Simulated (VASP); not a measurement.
Method: PBE GGA with D4 dispersion, VASP's PBE PAW potentials (set 64) (plane waves; VASP).

A VASP calculation is set up with these files.

File KPOINTS:
```
Automatic mesh
0
Gamma
6 6 6
0 0 0
```

### INCAR
```
LEFG = .True.
NEDOS = 601   ! DOS grid
ISIF = 2   ! forces and stress, cell fixed
LASPH = .True.   ! aspherical one-centre terms
IVDW = 13   ! D4
ENCUT = 520
ALGO = Normal
LMAXMIX = 4
LREAL = .False.
PREC = Accurate
GGA = PE   ! PBE
LCHARG = .True.
NELM = 100
ISMEAR = -5   ! tetrahedra, Bloechl
SYSTEM = SrCl2
LWAVE = .False.
EDIFF = 1E-7   ! SCF stop (eV)
LORBIT = 11   ! lm-projected
```

**POSCAR**
```
SrCl2
6.980
  0.0000000000   0.5000000000   0.5000000000
  0.5000000000   0.0000000000   0.5000000000
  0.5000000000   0.5000000000   0.0000000000
Sr Cl
1 2
direct
  0.0000000000   0.0000000000   0.0000000000
  0.2500000000   0.2500000000   0.2500000000
  0.7500000000   0.7500000000   0.7500000000
```

POTCAR, in this order: Sr_sv Cl (PBE.64 set). Program: vasp_std.

The run wrote:

OUTCAR:
```
 ion  position               nearest neighbor table
   1  0.000  0.000  0.000-   3 3.02   3 3.02   3 3.02   2 3.02   3 3.02   2 3.02   2 3.02   2 3.02
  LATTYP: Found a face centered cubic cell.
 ALAT       =     6.9800000000
 Subroutine PRICEL returns:
 Original cell was already a primitive cell.
 Subroutine GETGRP returns: Found 48 space group operations
The static configuration has the point symmetry O_h .
The dynamic configuration has the point symmetry O_h .
 Subroutine INISYM returns: Found 48 space group operations
 Subroutine IBZKPT returns following result:
 Found     16 irreducible k-points:

 Following reciprocal coordinates:
            Coordinates               Weight
  0.000000  0.000000  0.000000      1.000000
  0.166667  0.000000  0.000000      8.000000
  0.333333  0.000000  0.000000      8.000000
  0.500000  0.000000  0.000000      4.000000
  0.166667  0.166667  0.000000      6.000000
  0.333333  0.166667  0.000000     24.000000
  0.500000  0.166667  0.000000     24.000000
 -0.333333  0.166667  0.000000     24.000000
 -0.166667  0.166667  0.000000     12.000000
  0.333333  0.333333  0.000000      6.000000
...
```

### OSZICAR
```
       N       E                     dE             d eps       ncg     rms          rms(c)
DAV:   1     0.146717254733E+03    0.14672E+03   -0.11793E+04   512   0.135E+03
DAV:   2    -0.413599712516E+01   -0.15085E+03   -0.14969E+03   664   0.248E+02
DAV:   3    -0.127771840281E+02   -0.86412E+01   -0.86339E+01   768   0.630E+01
DAV:   4    -0.130583076895E+02   -0.28112E+00   -0.28105E+00   856   0.881E+00
DAV:   5    -0.130601675843E+02   -0.18599E-02   -0.18599E-02   768   0.685E-01    0.130E+01
DAV:   6    -0.127649498566E+02    0.29522E+00   -0.78301E-01   672   0.512E+00    0.848E+00
DAV:   7    -0.127757880612E+02   -0.10838E-01   -0.45543E-01   792   0.428E+00    0.205E+00
DAV:   8    -0.127802866927E+02   -0.44986E-02   -0.64047E-02   640   0.151E+00    0.332E-01
DAV:   9    -0.127817206781E+02   -0.14340E-02   -0.24720E-03   704   0.312E-01    0.123E-01
DAV:  10    -0.127830780107E+02   -0.13573E-02   -0.11675E-03   576   0.229E-01    0.314E-02
DAV:  11    -0.127831553930E+02   -0.77382E-04   -0.98040E-05   800   0.572E-02    0.378E-02
DAV:  12    -0.127831662982E+02   -0.10905E-04   -0.15074E-05   616   0.224E-02    0.120E-02
DAV:  13    -0.127831695359E+02   -0.32377E-05   -0.72814E-06   672   0.152E-02    0.389E-03
DAV:  14    -0.127831694447E+02    0.91210E-07   -0.31349E-07   616   0.393E-03
   1 F= -.13363641E+02 E0= -.13363641E+02  d E =0.000000E+00
```

File OUTCAR:
```
------------------------ aborting loop because EDIFF is reached ----------------------------------------
  Edisp (eV):   -0.58047
  FORCE on cell =-STRESS in cart. coord.  units (eV):
  Direction    XX          YY          ZZ          XY          YZ          ZX
  --------------------------------------------------------------------------------------
  Total      -0.05047    -0.05047    -0.05047     0.00000     0.00000     0.00000
  in kB      -0.95114    -0.95114    -0.95114     0.00000     0.00000     0.00000
  external pressure =       -0.95 kB  Pullay stress =        0.00 kB
  volume of cell :       85.02
      direct lattice vectors                 reciprocal lattice vectors
     0.000000000  3.490000000  3.490000000    -0.143266476  0.143266476  0.143266476
     3.490000000  0.000000000  3.490000000     0.143266476 -0.143266476  0.143266476
     3.490000000  3.490000000  0.000000000     0.143266476  0.143266476 -0.143266476
 POSITION                                       TOTAL-FORCE (eV/Angst)
 -----------------------------------------------------------------------------------
      0.00000      0.00000      0.00000         0.000000     -0.000000      0.000000
      1.74500      1.74500      1.74500         0.000000      0.000000      0.000000
      5.23500      5.23500      5.23500        -0.000000     -0.000000     -0.000000
 -----------------------------------------------------------------------------------
    total drift:                               -0.000000     -0.000000      0.000000
  FREE ENERGIE OF THE ION-ELECTRON SYSTEM (eV)
  ---------------------------------------------------
  free  energy   TOTEN  =       -13.3636409373 eV

  energy  without entropy=      -13.3636409373  energy(sigma->0) =      -13.36364094

 total charge

# of ion       s       p       d       tot
------------------------------------------
    1        1.997   5.775   0.152   7.924
    2        1.592   3.585   0.000   5.178
    3        1.592   3.585   0.000   5.178
--------------------------------------------------
tot          5.181  12.946   0.152  18.279

 Electric field gradients after diagonalization (V/A^2)
 (convention: |V_zz| > |V_xx| > |V_yy|)
----------------------------------------------------------------------
 ion       V_xx      V_yy      V_zz     asymmetry (V_yy - V_xx)/ V_zz
----------------------------------------------------------------------
   1       0.000     0.000    -0.000       0.000
   2      -0.000    -0.000     0.000       0.000
   3      -0.000    -0.000     0.000       0.000
```
(Selected blocks of OUTCAR.)

File OUTCAR:
```
 val. band max:        0.1433668137   @ k =   0.5000   0.5000   0.0000

 cond. band min:       5.4759849797   @ k =   0.0000   0.0000   0.0000


 Fermi energy:         0.1468719017

 k-point     1 :       0.0000    0.0000    0.0000
  band No.  band energies     occupation
      1     -32.7483      2.00000
      2     -14.7394      2.00000
      3     -14.7394      2.00000
      4     -14.7394      2.00000
      5     -13.1575      2.00000
      6     -12.3104      2.00000
      7      -1.9776      2.00000
      8      -1.9776      2.00000
      9      -1.9776      2.00000
     10      -0.1933      2.00000
     11      -0.1933      2.00000
     12      -0.1933      2.00000
     13       5.4760      0.00000
     14       6.2407      0.00000
     15       6.2407      0.00000
     16       9.1764      0.00000

 k-point     2 :       0.1667    0.0000    0.0000
  band No.  band energies     occupation
      1     -32.7475      2.00000
      2     -14.8260      2.00000
      3     -14.7428      2.00000
      4     -14.7428      2.00000
      5     -13.0085      2.00000
      6     -12.3670      2.00000
      7      -1.8765      2.00000
      8      -1.8765      2.00000
      9      -1.7928      2.00000
     10      -0.5030      2.00000
     11      -0.3419      2.00000
     12      -0.3419      2.00000
     13       6.0665      0.00000
     14       6.4470      0.00000
     15       6.4470      0.00000
     16       8.1638      0.00000

 k-point     3 :       0.3333    0.0000    0.0000
  band No.  band energies     occupation
      1     -32.7459      2.00000
      2     -14.9635      2.00000
      3     -14.7496      2.00000
      4     -14.7496      2.00000
      5     -12.7940      2.00000
      6     -12.4231      2.00000
      7      -1.6214      2.00000
      8      -1.6214      2.00000
      9      -1.4415      2.00000
     10      -1.0208      2.00000
     11      -0.6712      2.00000
     12      -0.6712      2.00000
     13       6.7649      0.00000
...
```

The compound is SrCl2 in the fluorite structure. The cell was not relaxed at this level.
